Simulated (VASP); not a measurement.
# K2PdC2 (P-3m1) in VASP: further runs

Runs on K2PdC2. Level: LDA. Tasks: single point.

Program: VASP 6.6.1. These are calculated values, not measurements. Logs are shortened: lines on timing, memory, paths and dates and some standing lists are left out, and cuts for length are marked.

### Step 1. The crystal as given

It takes space group P-3m1 (No. 164, trigonal). The conventional cell has a = 4.958 Å, b = 4.958 Å, c = 5.603 Å, α = 90.00°, β = 90.00°, γ = 120.00°. K (site symmetry 3m) is surrounded by 3 C at 2.92 Å and 3 Pd at 3.26 Å. Pd (site symmetry -3m) is surrounded by 2 C at 2.13 Å. C (site symmetry 3m) is surrounded by 1 C at 1.35 Å.

The cell comes from a database or a generator and needn't be the stable form of this composition.

### Step 2. Single point, LDA

INCAR

```
PREC = Accurate
ENCUT = 520
EDIFF = 1E-7
ISMEAR = 0
SIGMA = 0.05
LREAL = F
LASPH = T
NELM = 100
ALGO = Normal
ISIF = 2
LWAVE = F
LCHARG = T
LELF = T
LVHAR = T
NBANDS = 26
```

KPOINTS

```
Automatic mesh
0
Gamma
  9 9 6
```

POSCAR

```
K2PdC2
1.0
    4.9581348946      0.0000000000      0.0000000000
   -2.4790674473      4.2938707741      0.0000000000
    0.0000000000      0.0000000000      5.6030827402
K Pd C
2 1 2
Direct
    0.6666666667      0.3333333333      0.7201982100
    0.3333333333      0.6666666667      0.2798017900
    0.0000000000      0.0000000000      0.0000000000
    0.0000000000      0.0000000000      0.6201967800
    0.0000000000      0.0000000000      0.3798032200
```

Potentials or basis: VASP PAW LDA potentials, release 64 (K_sv, Pd, C).

Started as:

```console
cat potpaw_LDA.64/K_sv/POTCAR potpaw_LDA.64/Pd/POTCAR potpaw_LDA.64/C/POTCAR > POTCAR
mpirun -np 1 vasp_std > vasp.out
```

OUTCAR:

```text
PREC = Accurate
   ENCUT = 520
   EDIFF = 1E-7
   ISMEAR = 0
   LREAL = F
   LASPH = T
   NELM = 100
   ISIF = 2

 ion  position               nearest neighbor table
   1  0.667  0.333  0.720-   4 2.92   4 2.92   4 2.92   3 3.26   3 3.26   3 3.26   2 3.78   2 3.78
                             2 3.78
   2  0.333  0.667  0.280-   5 2.92   5 2.92   5 2.92   3 3.26   3 3.26   3 3.26   1 3.78   1 3.78
                             1 3.78
   3  0.000  0.000  0.000-   4 2.13   5 2.13   1 3.26   2 3.26   2 3.26   1 3.26   1 3.26   2 3.26

   4  0.000  0.000  0.620-   5 1.35   3 2.13   1 2.92   1 2.92   1 2.92
   5  0.000  0.000  0.380-   4 1.35   3 2.13   2 2.92   2 2.92   2 2.92

  LATTYP: Found a hexagonal cell.
 ALAT       =     4.9581348946
 C/A-ratio  =     1.1300787210

  Lattice vectors:

 A1 = (   4.9581348946,   0.0000000000,   0.0000000000)
 A2 = (  -2.4790674473,   4.2938707741,   0.0000000000)
 A3 = (   0.0000000000,   0.0000000000,   5.6030827402)

Analysis of symmetry for initial positions (statically):
=====================================================================
 Subroutine PRICEL returns:
 Original cell was already a primitive cell.

 Routine SETGRP: Setting up the symmetry group for a
 hexagonal supercell.

 Subroutine GETGRP returns: Found 12 space group operations
 (whereof 12 operations were pure point group operations)
 out of a pool of 24 trial point group operations.

The static configuration has the point symmetry D_3d.

Analysis of symmetry for dynamics (positions and initial velocities):
=====================================================================
 Subroutine PRICEL returns:
 Original cell was already a primitive cell.

 Routine SETGRP: Setting up the symmetry group for a
 hexagonal supercell.

 Subroutine GETGRP returns: Found 12 space group operations
 (whereof 12 operations were pure point group operations)
 out of a pool of 24 trial point group operations.

The dynamic configuration has the point symmetry D_3d.

 Subroutine INISYM returns: Found 12 space group operations
 (whereof 12 operations are pure point group operations),
 and found     1 'primitive' translations

----------------------------------------------------------------------------------------

                                     Primitive cell

  volume of cell :     119.2873

  direct lattice vectors                    reciprocal lattice vectors
     4.958134895  0.000000000  0.000000000     0.201688744  0.116445051  0.000000000
    -2.479067447  4.293870774  0.000000000     0.000000000  0.232890101  0.000000000
     0.000000000  0.000000000  5.603082740     0.000000000  0.000000000  0.178473181

  length of vectors
     4.958134895  4.958134895  5.603082740     0.232890101  0.232890101  0.178473181

  position of ions in fractional coordinates (direct lattice)
     0.666666667  0.333333333  0.720198210
     0.333333333  0.666666667  0.279801790
     0.000000000  0.000000000  0.000000000
     0.000000000  0.000000000  0.620196780
     0.000000000  0.000000000  0.379803220

  ion indices of the primitive-cell ions
   primitive index   ion index
                 1           1
                 2           2
                 3           3
                 4           4
                 5           5

----------------------------------------------------------------------------------------

 KPOINTS: Automatic mesh

Automatic generation of k-mesh.
 Grid dimensions read from file:
 generate k-points for:    9    9    6

 Generating k-lattice:

  Cartesian coordinates                     Fractional coordinates (reciprocal lattice)
     0.022409860  0.012938339  0.000000000     0.111111111  0.000000000  0.000000000
     0.000000000  0.025876678  0.000000000     0.000000000  0.111111111  0.000000000
     0.000000000  0.000000000  0.029745530     0.000000000  0.000000000  0.166666667

  Length of vectors
     0.025876678  0.025876678  0.029745530

  Shift w.r.t. Gamma in fractional coordinates (k-lattice)
     0.000000000  0.000000000  0.000000000

 Subroutine IBZKPT returns following result:
 ===========================================

 Found     62 irreducible k-points:

 Following reciprocal coordinates:
            Coordinates               Weight
  0.000000  0.000000  0.000000      1.000000
  0.111111  0.000000  0.000000      6.000000
  0.222222  0.000000  0.000000      6.000000
  0.333333  0.000000  0.000000      6.000000
  0.444444  0.000000  0.000000      6.000000
  0.111111  0.111111  0.000000      6.000000
[... 16 lines left out ...]
  0.222222  0.111111  0.166667     12.000000
 -0.111111  0.333333  0.166667     12.000000
 [... further k-points ...]
   k-points           NKPTS =     62   k-points in BZ     NKDIM =     62   number of bands    NBANDS=     26
   number of dos      NEDOS =    301   number of ions     NIONS =      5
   total plane-waves  NPLWV =  67200
   dimension x,y,z NGX =    40 NGY =   40 NGZ =   42
   dimension x,y,z NGXF=    80 NGYF=   80 NGZF=   84
   ions per type =               2   1   2
   NGX,Y,Z   is equivalent  to a cutoff of  13.41, 13.41, 12.46 a.u.
   NGXF,Y,Z  is equivalent  to a cutoff of  26.82, 26.82, 24.92 a.u.
 SYSTEM =  unknown system
   PREC   = accura    normal or accurate (medium, high low for compatibility)
   ISTART =      0    job   : 0-new  1-cont  2-samecut
   ICHARG =      2    charge: 1-file 2-atom 10-const
   ISPIN  =      1    spin polarized calculation?
   LNONCOLLINEAR =      F non collinear calculations
   LSORBIT =      F    spin-orbit coupling
   LASPH  =      T    aspherical Exc in radial PAW
   ENCUT  =  520.0 eV  38.22 Ry    6.18 a.u.   9.22  9.22 10.42*2*pi/ulx,y,z
   NELM   =    100;   NELMIN=  2; NELMDL= -5     # of ELM steps
   EDIFF  = 0.1E-06   stopping-criterion for ELM
   LREAL  =      F    real-space projection
   EDIFFG = 0.1E-05   stopping-criterion for IOM
   NSW    =      0    number of steps for IOM
   IBRION =     -1    ionic relax: 0-MD 1-quasi-New 2-CG
   NFREE  =      0    steps in history (QN), initial steepest desc. (CG)
   ISIF   =      2    stress and relaxation
   ISYM   =      2    0-nonsym 1-usesym 2-fastsym
   POTIM  = 0.5000    time-step for ionic-motion
   TEBEG  =    0.0;   TEEND  =   0.0 temperature during run
   PSTRESS=    0.0 pullay stress
   NELECT =      36.0000    total number of electrons
   NUPDOWN=      -1.0000    fix difference up-down
   EMIN   =  10.00;   EMAX   =-10.00  energy-range for DOS
   EFERMI =   0.00;   METHOD = LEGACY
   ISMEAR =     0;   SIGMA  =   0.05  broadening in eV -4-tet -1-fermi 0-gaus
   EFERMI_NEDOS =   21; number of points for ismear=-14 and -15
   IALGO  =     38    algorithm
   IMIX   =      4    mixing-type and parameters
     AMIX     =   0.40;   BMIX     =  1.00
     AMIX_MAG =   1.60;   BMIX_MAG =  1.00
  volume/ion in A,a.u.               =      23.86       161.00
  Fermi-wavevector in a.u.,A,eV,Ry     =   1.098106  2.075119 16.406402  1.205837
  Thomas-Fermi vector in A             =   2.234478
   LORBIT       =      0    0 simple, 1 ext, 2 COOP (PROOUT), +10 PAW based schemes
   GGA     = CA    functional components
   LHFCALC =     F    Hartree Fock is set to
   AEXX    =    0.0000 exact exchange contribution
   IVDW    =     0    specifies the selected vdW correction
   LEPSILON=     F    determine dielectric tensor
   LRPA    =     F    only Hartree local field effects (RPA)
 non-spin polarized calculation
 Gauss-broadening in eV      SIGMA  =   0.05
  energy-cutoff  :      520.00
  volume of cell :      119.29
 maximum number of plane-waves:      3231
 NGX is ok and might be reduce to    40

 number of electron      35.9999996 magnetization

 Free energy of the ion-electron system (eV)
  ---------------------------------------------------
  ext. energy  EPLUGINS =         0.00000000
  ---------------------------------------------------
  free energy    TOTEN  =       -28.19528661 eV

  energy without entropy =      -28.19528661  energy(sigma->0) =      -28.19528661

 E-fermi :   0.7370     XC(G=0):  -8.6743

 val. band max:        0.5264620061   @ k =   0.0000   0.0000   0.5000
 cond. band min:       2.0861158381   @ k =   0.4444   0.0000   0.5000
 fundamental gap:      1.5596538319
 Fermi energy:         0.7369645226

 k-point     1 :       0.0000    0.0000    0.0000
  band No.  band energies     occupation
      1     -28.5649      2.00000
      2     -28.5196      2.00000
      3     -12.5818      2.00000
      4     -12.3442      2.00000
      5     -12.3442      2.00000
      6     -12.2385      2.00000
[... 18 lines left out ...]
     25       6.5884      0.00000
     26       7.1624      0.00000

 k-point     2 :       0.1111    0.0000    0.0000
  band No.  band energies     occupation
      1     -28.5634      2.00000
      2     -28.5206      2.00000
      3     -12.5849      2.00000
      4     -12.3571      2.00000
      5     -12.3505      2.00000
      6     -12.2738      2.00000
[... 18 lines left out ...]
     25       6.5179      0.00000
     26       7.3681      0.00000

 k-point     3 :       0.2222    0.0000    0.0000
  band No.  band energies     occupation
      1     -28.5593      2.00000
      2     -28.5234      2.00000
      3     -12.6107      2.00000
      4     -12.4067      2.00000
      5     -12.3649      2.00000
      6     -12.3019      2.00000
[... 18 lines left out ...]
     25       6.6174      0.00000
     26       7.3712      0.00000

 k-point     4 :       0.3333    0.0000    0.0000
  band No.  band energies     occupation
      1     -28.5536      2.00000
      2     -28.5278      2.00000
      3     -12.6734      2.00000
      4     -12.4284      2.00000
      5     -12.3797      2.00000
      6     -12.3040      2.00000
[... 18 lines left out ...]
     25       6.8049      0.00000
     26       7.7891      0.00000

 k-point     5 :       0.4444    0.0000    0.0000
  band No.  band energies     occupation
      1     -28.5484      2.00000
      2     -28.5321      2.00000
      3     -12.7234      2.00000
      4     -12.4244      2.00000
      5     -12.3887      2.00000
      6     -12.3035      2.00000
[... 18 lines left out ...]
     25       6.8836      0.00000
     26       7.7925      0.00000

 k-point     6 :       0.1111    0.1111    0.0000
  band No.  band energies     occupation
      1     -28.5606      2.00000
      2     -28.5225      2.00000
      3     -12.5998      2.00000
      4     -12.3911      2.00000
      5     -12.3653      2.00000
      6     -12.2940      2.00000
[... 427 lines left out ...]
 k-point    21 :       0.0000    0.4444    0.1667
  band No.  band energies     occupation
      1     -28.5477      2.00000
      2     -28.5326      2.00000
      3     -12.7144      2.00000
      4     -12.4455      2.00000
      5     -12.3830      2.00000
      6     -12.3053      2.00000
[... 18 lines left out ...]
     25       6.9462      0.00000
     26       7.6576      0.00000

 k-point    22 :       0.1111    0.1111    0.1667
  band No.  band energies     occupation
      1     -28.5590      2.00000
      2     -28.5241      2.00000
      3     -12.5973      2.00000
      4     -12.3915      2.00000
      5     -12.3594      2.00000
      6     -12.2997      2.00000
[... 18 lines left out ...]
     25       6.9143      0.00000
     26       7.3330      0.00000

 k-point    23 :       0.2222    0.1111    0.1667
  band No.  band energies     occupation
      1     -28.5544      2.00000
      2     -28.5274      2.00000
      3     -12.6552      2.00000
      4     -12.4105      2.00000
      5     -12.3776      2.00000
      6     -12.3108      2.00000
[... 18 lines left out ...]
     25       6.8603      0.00000
     26       7.6102      0.00000

 k-point    24 :      -0.1111    0.3333    0.1667
  band No.  band energies     occupation
      1     -28.5544      2.00000
      2     -28.5273      2.00000
      3     -12.6417      2.00000
      4     -12.4463      2.00000
      5     -12.3734      2.00000
      6     -12.2852      2.00000
[... 18 lines left out ...]
     25       6.7963      0.00000
     26       7.5607      0.00000

 [... further k-points ...]
[... 5 lines left out ...]
  --------------------------------------------------------------------------------------
  -------------------------------------------------------------------------------------
  Total       -0.4440759     -0.4440759    -15.7582073      0.0000000      0.0000000      0.0000000
  in kB       -5.9644920     -5.9644920   -211.6523273      0.0000000      0.0000000      0.0000000
  external PRESSURE =     -74.5271038 kB  Pullay stress =       0.0000000 kB

 VOLUME and BASIS-vectors are now :
 -----------------------------------------------------------------------------
  energy-cutoff  :      520.00
  volume of cell :      119.29
      direct lattice vectors                 reciprocal lattice vectors
     4.958134895  0.000000000  0.000000000     0.201688744  0.116445051  0.000000000
    -2.479067447  4.293870774  0.000000000     0.000000000  0.232890101  0.000000000
     0.000000000  0.000000000  5.603082740     0.000000000  0.000000000  0.178473181

 POSITION                                       TOTAL-FORCE (eV/Angst)
 -----------------------------------------------------------------------------------
      2.47907      1.43129      4.03533         0.000000      0.000000      0.071024
     -0.00000      2.86258      1.56775        -0.000000      0.000000     -0.071024
      0.00000      0.00000      0.00000        -0.000000      0.000000      0.000000
      0.00000      0.00000      3.47501        -0.000000     -0.000000     -3.531015
      0.00000      0.00000      2.12807        -0.000000     -0.000000      3.531015
 -----------------------------------------------------------------------------------
    total drift:                               -0.000000     -0.000000     -0.000000

  FREE ENERGIE OF THE ION-ELECTRON SYSTEM (eV)
  ---------------------------------------------------
  free  energy   TOTEN  =       -28.1952866144 eV

  energy  without entropy=      -28.1952866144  energy(sigma->0) =      -28.19528661
```

Wall time 2.2 min (1 thread of AMD EPYC 9R45 (Zen 5), shared host); peak memory 0.29 GiB.

What came out:

- Free energy: -28.1953 eV
- Pressure: -7.5 GPa
- Largest force: 3.531 eV/Å
- Band gap on the k mesh: 1.56 eV, indirect (least direct gap 1.60 eV)

Forces in eV/Å, atoms in the order of the input:
```
K    0.000  0.000  0.071
K    0.000  0.000 -0.071
Pd   0.000  0.000  0.000
C    0.000  0.000 -3.531
C    0.000  0.000  3.531
```

Levels at points of the mesh, in eV from the valence-band top:
```csv
k point,band 16,band 17,band 18,band 19,band 20,band 21
"(0.00, 0.00, 0.00)",-1.26,-0.86,-0.86,4.28,4.74,4.74
"(0.00, 0.00, 0.50)",-0.87,0.00,0.00,2.79,2.79,3.90
```

Caveat: an odd mesh through Γ misses points on the zone boundary, where band edges often lie; forces of over 1 eV/Å show positions far from the minimum, so gaps and moduli don't describe the material at rest.

### Step 3. Single point, LDA

This run uses another cell than the first one, of the same volume but with other edges.

INCAR

```
SYSTEM = K2PdC2
PREC = Accurate
ENCUT = 520
EDIFF = 1E-7
ISMEAR = 0
SIGMA = 0.05
LREAL = .False.
LASPH = .True.
NELM = 100
ALGO = Normal
ISIF = 2
LWAVE = .False.
LCHARG = .False.
GGA = CA
NBANDS = 26
```

KPOINTS

```
regular mesh
0
Gamma
  9 9 6
  0 0 0
```

Changes to POSCAR since step 2:

```diff
@@ -2,5 +2,5 @@
 1.0
-    4.9581348946      0.0000000000      0.0000000000
-   -2.4790674473      4.2938707741      0.0000000000
-    0.0000000000      0.0000000000      5.6030827402
+    5.2624335418      0.0000000000      0.0000000000
+   -2.6312167709      4.5574011329      0.0000000000
+    0.0000000000      0.0000000000      4.9738245754
 K Pd C
```

Potentials or basis: VASP PAW LDA potentials, release 64 (K_sv, Pd, C).

Started as:

```console
cat potpaw_LDA.64/K_sv/POTCAR potpaw_LDA.64/Pd/POTCAR potpaw_LDA.64/C/POTCAR > POTCAR
mpirun -np 1 vasp_std > vasp.out
```

OUTCAR:

```text
SYSTEM = K2PdC2
   PREC = Accurate
   ENCUT = 520
   EDIFF = 1E-7
   ISMEAR = 0
   LREAL = .False.
   LASPH = .True.
   NELM = 100
   ISIF = 2
   GGA = CA

 ion  position               nearest neighbor table
   1  0.667  0.333  0.720-   3 3.34   3 3.34   3 3.34   2 3.75   2 3.75   2 3.75
   2  0.333  0.667  0.280-   3 3.34   3 3.34   3 3.34   1 3.75   1 3.75   1 3.75
   3  0.000  0.000  0.000-   4 1.89   5 1.89   1 3.34   2 3.34   2 3.34   1 3.34   1 3.34   2 3.34

   4  0.000  0.000  0.620-   5 1.20   3 1.89
[... 904 lines left out ...]
  -------------------------------------------------------------------------------------
  Total       -2.1217215     -2.1217215     13.9138993      0.0000000     -0.0000000      0.0000000
  in kB      -28.4973597    -28.4973597    186.8809760      0.0000000     -0.0000000      0.0000000
  external PRESSURE =      43.2954189 kB  Pullay stress =       0.0000000 kB

 VOLUME and BASIS-vectors are now :
 -----------------------------------------------------------------------------
  energy-cutoff  :      520.00
  volume of cell :      119.29
      direct lattice vectors                 reciprocal lattice vectors
     5.262433542  0.000000000  0.000000000     0.190026153  0.109711650  0.000000000
    -2.631216771  4.557401133  0.000000000     0.000000000  0.219423301  0.000000000
     0.000000000  0.000000000  4.973824575     0.000000000  0.000000000  0.201052527

 POSITION                                       TOTAL-FORCE (eV/Angst)
 -----------------------------------------------------------------------------------
      2.63122      1.51913      3.58214        -0.000000      0.000000      0.003246
     -0.00000      3.03827      1.39169        -0.000000     -0.000000     -0.003246
      0.00000      0.00000      0.00000         0.000000      0.000000      0.000000
      0.00000      0.00000      3.08475         0.000000     -0.000000      5.063241
      0.00000      0.00000      1.88907         0.000000      0.000000     -5.063241
 -----------------------------------------------------------------------------------
    total drift:                                0.000000     -0.000000     -0.000000

  FREE ENERGIE OF THE ION-ELECTRON SYSTEM (eV)
  ---------------------------------------------------
  free  energy   TOTEN  =       -28.3705441095 eV

  energy  without entropy=      -28.3705441095  energy(sigma->0) =      -28.37054411
```

OSZICAR:

```text
N       E                     dE             d eps       ncg     rms          rms(c)
DAV:   1     0.250231710815E+03    0.25023E+03   -0.16565E+04  3224   0.123E+03
DAV:   2    -0.129210141176E+02   -0.26315E+03   -0.25150E+03  3632   0.353E+02
DAV:   3    -0.334966794052E+02   -0.20576E+02   -0.20398E+02  5358   0.830E+01
DAV:   4    -0.341536198719E+02   -0.65694E+00   -0.65499E+00  4328   0.154E+01
DAV:   5    -0.341943808619E+02   -0.40761E-01   -0.40752E-01  5094   0.285E+00    0.167E+01
DAV:   6    -0.288377067070E+02    0.53567E+01   -0.11668E+01  3974   0.185E+01    0.665E+00
DAV:   7    -0.284576861043E+02    0.38002E+00   -0.51550E+00  4312   0.112E+01    0.537E+00
DAV:   8    -0.284021646110E+02    0.55521E-01   -0.56696E-01  4478   0.423E+00    0.305E+00
DAV:   9    -0.283716600367E+02    0.30505E-01   -0.88794E-02  4052   0.173E+00    0.344E-01
DAV:  10    -0.283700994217E+02    0.15606E-02   -0.77264E-03  4708   0.529E-01    0.185E-01
DAV:  11    -0.283705647452E+02   -0.46532E-03   -0.22999E-03  4604   0.221E-01    0.987E-02
DAV:  12    -0.283705361410E+02    0.28604E-04   -0.70976E-04  4068   0.155E-01    0.239E-02
DAV:  13    -0.283705422707E+02   -0.61298E-05   -0.64831E-05  3982   0.489E-02    0.114E-02
DAV:  14    -0.283705441072E+02   -0.18364E-05   -0.55043E-06  3948   0.167E-02    0.386E-03
DAV:  15    -0.283705441095E+02   -0.22960E-08   -0.90452E-07  4452   0.699E-03
   1 F= -.28370544E+02 E0= -.28370544E+02  d E =-.211678E-12
```

Wall time 1.9 min (1 thread of AMD EPYC 9R45 (Zen 5), shared host); peak memory 0.29 GiB.

Results:

```yaml
Free_energy: -28.3705 eV
Pressure: 4.3 GPa
Largest_force: 5.063 eV/Å
Band_gap_on_the_k_mesh: 1.19 eV, indirect (least direct gap 1.20 eV)
```

Forces in eV/Å, atoms in the order of the input:
```
K    0.000  0.000  0.003
K    0.000  0.000 -0.003
Pd   0.000  0.000  0.000
C    0.000  0.000  5.063
C    0.000  0.000 -5.063
```

Caveat: the standard files for N, O and F lose accuracy on very short bonds; an odd mesh through Γ misses points on the zone boundary, where band edges often lie; forces of over 1 eV/Å show positions far from the minimum, so gaps and moduli don't describe the material at rest. A hybrid or GW would open this gap; LDA tends to underestimate it.

[end of part 1 of 2]
